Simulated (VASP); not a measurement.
Computed with PBEsol GGA, VASP's PBE PAW potentials (set 64) (plane waves; VASP).

The input files of a VASP run:

INCAR:
```
LCHARG  =  .False.
IBRION  =  2   # conjugate gradients
SIGMA  =  0.1
EDIFF  =  1E-6   # SCF stop (eV)
EDIFFG  =  -0.02   # ionic stop
NSW  =  40
PREC  =  Accurate
LMAXMIX  =  4
LWAVE  =  .False.
LREAL  =  .False.
ISMEAR  =  1
SYSTEM  =  Sc
ALGO  =  Normal   # blocked Davidson
ENCUT  =  500
LASPH  =  .True.
ISIF  =  3   # ions, shape and volume
NELM  =  100   # most electronic steps
GGA  =  PS
```

POSCAR:
```
Sc
1
    1.6395085795    -2.8397120750     0.0000000000
    1.6395085795     2.8397120750    -0.0000000000
    0.0000000000    -0.0000000000     5.0760201415
Sc
2
Direct
  0.3333330000   0.6666670000   0.2500000000
  0.6666670000   0.3333330000   0.7500000000
```

KPOINTS:
```
Automatic
0
G
  13 13 7
0 0 0
```

POTCAR, in this order: Sc_sv (PBE.64 set). Program: vasp_std.

Q: What does the run give for the energy per atom (σ→0), band gap (on the k-mesh)?

A: 
The energy per atom (σ→0) is -637.3 kJ/mol of atoms and the band gap (on the k-mesh) is none (metal, semimetal or under 0.01 eV).

File OSZICAR:
```
...
DAV:   7    -0.132228147407E+02    0.17404E+00   -0.74278E-01  3325   0.104E+01    0.832E-01
DAV:   8    -0.132111350928E+02    0.11680E-01   -0.26916E-02  3388   0.247E+00    0.237E-01
DAV:   9    -0.132098376377E+02    0.12975E-02   -0.71375E-03  3402   0.104E+00    0.188E-02
DAV:  10    -0.132098542400E+02   -0.16602E-04   -0.10362E-04  4161   0.161E-01    0.713E-03
DAV:  11    -0.132098518323E+02    0.24076E-05   -0.21880E-06  2635   0.227E-02    0.208E-03
DAV:  12    -0.132098530824E+02   -0.12500E-05   -0.47120E-07  2051   0.142E-02    0.104E-03
DAV:  13    -0.132098528703E+02    0.21201E-06   -0.15768E-07  1967   0.789E-03
   1 F= -.13209853E+02 E0= -.13209305E+02  d E =-.132099E+02
```

The compound is Sc in the hcp structure. It was relaxed first, which changed the volume by -5 %.
